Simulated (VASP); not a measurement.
# LiTlS2 (P-4m2) in VASP: further runs, part 2 of 2

VASP 6.6.1. The steps go on from the part before.

## (4) Single point, PBE

The input, INCAR:

```
ALGO = Normal ; EDIFF = 1E-6
ENCUT = 520 ; GGA = PE
ISIF = 2 ; ISMEAR = 0
LASPH = T ; LCHARG = T
LELF = T ; LREAL = F
LVHAR = T ; LWAVE = F
NBANDS = 22 ; NELM = 100
PREC = Accurate ; SIGMA = 0.01
```

The input, KPOINTS:

```
k-points
0
Gamma
  4 4 4
```

The input, POSCAR:

```
LiTlS2
1.0
    4.0667718546      0.0000000000      0.0000000000
    0.0000000000      4.0667718546      0.0000000000
    0.0000000000      0.0000000000      5.7187778110
Li S Tl
1 2 1
Direct
    0.0000000000      0.0000000000      0.0000000000
    0.0000000000      0.5000000000      0.2309016903
    0.5000000000      0.0000000000      0.7690983097
    0.5000000000      0.5000000000      0.5000000000
```

Potentials or basis: VASP PAW PBE potentials, release 64 (Li_sv, S, Tl_d).

The run is started by

```
cat potpaw_PBE.64/Li_sv/POTCAR potpaw_PBE.64/S/POTCAR potpaw_PBE.64/Tl_d/POTCAR > POTCAR
mpirun -np 1 vasp_std > vasp.out
```

OUTCAR:

```text
EDIFF = 1E-6
   ENCUT = 520
   GGA = PE
   ISIF = 2
   ISMEAR = 0
   LASPH = T
   LREAL = F
   NELM = 100
   PREC = Accurate

 ion  position               nearest neighbor table
   1  0.000  0.000  0.000-   2 2.42   3 2.42   2 2.42   3 2.42
   2  0.000  0.500  0.231-   1 2.42   1 2.42   4 2.55   4 2.55
   3  0.500  0.000  0.769-   1 2.42   1 2.42   4 2.55   4 2.55
   4  0.500  0.500  0.500-   2 2.55   3 2.55   3 2.55   2 2.55

  LATTYP: Found a simple tetragonal cell.
 ALAT       =     4.0667718546
 C/A-ratio  =     1.4062204656

  Lattice vectors:

 A1 = (   4.0667718546,   0.0000000000,   0.0000000000)
 A2 = (   0.0000000000,   4.0667718546,   0.0000000000)
 A3 = (   0.0000000000,   0.0000000000,   5.7187778110)

Analysis of symmetry for initial positions (statically):
=====================================================================
 Subroutine PRICEL returns:
 Original cell was already a primitive cell.

 Routine SETGRP: Setting up the symmetry group for a
 simple tetragonal supercell.

 Subroutine GETGRP returns: Found  8 space group operations
 (whereof  8 operations were pure point group operations)
 out of a pool of 16 trial point group operations.

The static configuration has the point symmetry D_2d.

Analysis of symmetry for dynamics (positions and initial velocities):
=====================================================================
 Subroutine PRICEL returns:
 Original cell was already a primitive cell.

 Routine SETGRP: Setting up the symmetry group for a
 simple tetragonal supercell.

 Subroutine GETGRP returns: Found  8 space group operations
 (whereof  8 operations were pure point group operations)
 out of a pool of 16 trial point group operations.

The dynamic configuration has the point symmetry D_2d.

[... 109 lines left out ...]
   EFERMI =   0.00;   METHOD = LEGACY
   ISMEAR =     0;   SIGMA  =   0.01  broadening in eV -4-tet -1-fermi 0-gaus
   EFERMI_NEDOS =   21; number of points for ismear=-14 and -15
   IALGO  =     38    algorithm
   IMIX   =      4    mixing-type and parameters
     AMIX     =   0.40;   BMIX     =  1.00
     AMIX_MAG =   1.60;   BMIX_MAG =  1.00
  volume/ion in A,a.u.               =      23.65       159.57
  Fermi-wavevector in a.u.,A,eV,Ry     =   1.091088  2.061858 16.197377  1.190474
  Thomas-Fermi vector in A             =   2.227326
   LORBIT       =      0    0 simple, 1 ext, 2 COOP (PROOUT), +10 PAW based schemes
   GGA     = PE    functional components
   LHFCALC =     F    Hartree Fock is set to
   AEXX    =    0.0000 exact exchange contribution
   IVDW    =     0    specifies the selected vdW correction
   LEPSILON=     F    determine dielectric tensor
   LRPA    =     F    only Hartree local field effects (RPA)
 non-spin polarized calculation
 Gauss-broadening in eV      SIGMA  =   0.01
  energy-cutoff  :      520.00
  volume of cell :       94.58
 maximum number of plane-waves:      2573
   NGX = 15   NGY = 15   NGZ = 21

 number of electron      27.9999990 magnetization

 Free energy of the ion-electron system (eV)
  ---------------------------------------------------
  ext. energy  EPLUGINS =         0.00000000
  ---------------------------------------------------
  free energy    TOTEN  =       -14.85558578 eV

  energy without entropy =      -14.85558578  energy(sigma->0) =      -14.85558578

 E-fermi :   2.3988     XC(G=0):  -8.6039

 val. band max:        2.2699808742   @ k =   0.0000   0.0000   0.0000
 cond. band min:       3.1965408162   @ k =   0.0000   0.0000   0.0000
 fundamental gap:      0.9265599421
 Fermi energy:         2.3987903529

 k-point     1 :       0.0000    0.0000    0.0000
  band No.  band energies     occupation
      1     -41.7108      2.00000
      2      -9.9156      2.00000
      3      -9.6353      2.00000
      4      -8.3135      2.00000
      5      -8.3135      2.00000
      6      -8.1807      2.00000
[... 439 lines left out ...]
     21      10.5711      0.00000
     22      12.0077      0.00000

------------------------ aborting loop because EDIFF is reached ----------------------------------------

  FORCE on cell =-STRESS in cart. coord.  units (eV):
  Direction    XX          YY          ZZ          XY          YZ          ZX
  --------------------------------------------------------------------------------------
  -------------------------------------------------------------------------------------
  Total        0.7953314      0.7953314      0.7601539      0.0000000      0.0000000     -0.0000000
  in kB       13.4727380     13.4727380     12.8768386      0.0000000      0.0000000     -0.0000000
  external PRESSURE =      13.2741048 kB  Pullay stress =       0.0000000 kB

 VOLUME and BASIS-vectors are now :
 -----------------------------------------------------------------------------
  energy-cutoff  :      520.00
  volume of cell :       94.58
      direct lattice vectors                 reciprocal lattice vectors
     4.066771855  0.000000000  0.000000000     0.245895279  0.000000000  0.000000000
     0.000000000  4.066771855  0.000000000     0.000000000  0.245895279  0.000000000
     0.000000000  0.000000000  5.718777811     0.000000000  0.000000000  0.174862538

 POSITION                                       TOTAL-FORCE (eV/Angst)
 -----------------------------------------------------------------------------------
      0.00000      0.00000      0.00000         0.000000     -0.000000      0.000000
      0.00000      2.03339      1.32048        -0.000000     -0.000000     -0.169773
      2.03339      0.00000      4.39830        -0.000000     -0.000000      0.169773
      2.03339      2.03339      2.85939         0.000000      0.000000      0.000000
 -----------------------------------------------------------------------------------
    total drift:                                0.000000      0.000000      0.000000

  FREE ENERGIE OF THE ION-ELECTRON SYSTEM (eV)
  ---------------------------------------------------
  free  energy   TOTEN  =       -14.8555857751 eV

  energy  without entropy=      -14.8555857751  energy(sigma->0) =      -14.85558578
```

OSZICAR:

```text
N       E                     dE             d eps       ncg     rms          rms(c)
DAV:   1     0.146126864858E+03    0.14613E+03   -0.12497E+04   792   0.115E+03
DAV:   2    -0.652888628481E+01   -0.15266E+03   -0.14662E+03   980   0.240E+02
DAV:   3    -0.156764980093E+02   -0.91476E+01   -0.91043E+01  1250   0.513E+01
DAV:   4    -0.159483527337E+02   -0.27185E+00   -0.27086E+00  1190   0.800E+00
DAV:   5    -0.159525323172E+02   -0.41796E-02   -0.41794E-02  1088   0.950E-01    0.103E+01
DAV:   6    -0.149039697619E+02    0.10486E+01   -0.26007E+00   828   0.102E+01    0.814E+00
DAV:   7    -0.148554360901E+02    0.48534E-01   -0.66450E-01   948   0.443E+00    0.389E+00
DAV:   8    -0.148544932427E+02    0.94285E-03   -0.93426E-02   926   0.230E+00    0.527E-01
DAV:   9    -0.148544682617E+02    0.24981E-04   -0.10113E-02  1000   0.775E-01    0.161E-01
DAV:  10    -0.148550948653E+02   -0.62660E-03   -0.16964E-03   996   0.247E-01    0.940E-02
DAV:  11    -0.148555354508E+02   -0.44059E-03   -0.45152E-04   890   0.118E-01    0.172E-02
DAV:  12    -0.148555777270E+02   -0.42276E-04   -0.56348E-05   998   0.455E-02    0.169E-02
DAV:  13    -0.148555855138E+02   -0.77868E-05   -0.10039E-05   872   0.176E-02    0.577E-03
DAV:  14    -0.148555857751E+02   -0.26132E-06   -0.13477E-06   878   0.939E-03
   1 F= -.14855586E+02 E0= -.14855586E+02  d E =-.154400E-75
```

stdout:

```text
POSCAR found type information on POSCAR LiS Tl
 POSCAR found :  3 types and       4 ions
 scaLAPACK will be used
 LDA part: xc-table for (Slater+PW92), standard interpolation
 POSCAR, INCAR and KPOINTS ok, starting setup
 FFT: planning ... GRIDC
 FFT: planning ... GRID_SOFT
 FFT: planning ... GRID
 WAVECAR not read
 entering main loop
```

Run time: 15 s. Hardware: 1 thread of Intel Xeon 6975P-C (Granite Rapids), shared host; peak memory 0.21 GiB.

What came out:

| Quantity | Value |
| --- | --- |
| Free energy | -14.8556 eV |
| Largest force | 0.170 eV/Å |
| Band gap on the k mesh | 0.93 eV, direct |

Forces on the atoms (eV/Å):
```
Li   0.000  0.000  0.000
S    0.000  0.000 -0.170
S    0.000  0.000  0.170
Tl   0.000  0.000  0.000
```

Levels at points of the mesh, in eV from the valence-band top:
| k point | band 11 | band 12 | band 13 | band 14 | band 15 | band 16 | band 17 | band 18 |
| --- | --- | --- | --- | --- | --- | --- | --- | --- |
| (0.00, 0.00, 0.00) | -1.67 | -0.20 | 0.00 | 0.00 | 0.93 | 3.72 | 5.89 | 6.47 |
| (0.50, 0.00, 0.00) | -2.00 | -1.58 | -0.94 | -0.45 | 2.63 | 5.92 | 5.94 | 6.89 |
| (0.50, 0.50, 0.00) | -1.88 | -1.70 | -1.70 | -1.11 | 2.18 | 3.73 | 3.73 | 7.15 |
| (0.00, 0.00, 0.50) | -1.20 | -1.20 | -0.65 | -0.65 | 2.43 | 3.95 | 5.54 | 7.42 |
| (0.50, 0.00, 0.50) | -0.87 | -0.80 | -0.55 | -0.45 | 1.34 | 5.48 | 6.33 | 6.72 |
| (0.50, 0.50, 0.50) | -2.04 | -2.04 | -1.62 | -1.45 | 3.50 | 5.58 | 5.58 | 7.73 |

Caveat: the cutoff is under 1.25 times the usual one of these potentials, so pressure, stress and relaxed cells hold a basis-set (Pulay) error; spin-orbit coupling is left out, which as a rule narrows the gap of such compounds by several tenths of an eV. A k mesh can miss the band edges.

## (5) The runs side by side

| level | k mesh | smearing | exchange at q = 0 | grid for exact exchange (PRECFOCK) | screening parameter | mesh quality | gap on the mesh (eV) | largest force (eV/Å) |
| --- | --- | --- | --- | --- | --- | --- | --- | --- |
| PBE | 4 × 4 × 4 | fermi-dirac 0.5 eV | - | - | - | not flagged | 0.97 | 0.35 |
| HSE06 | 4 × 4 × 2 | gaussian 0.01 eV | truncated | Normal | 0.2079 1/A | coarse | 1.80 | 0.17 |
| PBE | 4 × 4 × 4 | gaussian 0.01 eV | - | - | - | not flagged | 0.93 | 0.17 |

Alike in all rows: task single point; potentials or basis VASP PAW PBE potentials, release 64 (Li_sv, S, Tl_d); no spin polarisation; cell as given; cutoff (eV) 520.

Caveats: some runs use coarse meshes; the cutoff is under 1.25 times the usual one of these potentials, so pressure, stress and relaxed cells hold a basis-set (Pulay) error; spin-orbit coupling is left out, which as a rule narrows the gap of such compounds by several tenths of an eV; the PAW data sets were made with another functional, which shifts forces and pressure a little (some runs).

Total energies depend on the potentials used, so only differences within one code and one set of settings carry meaning.
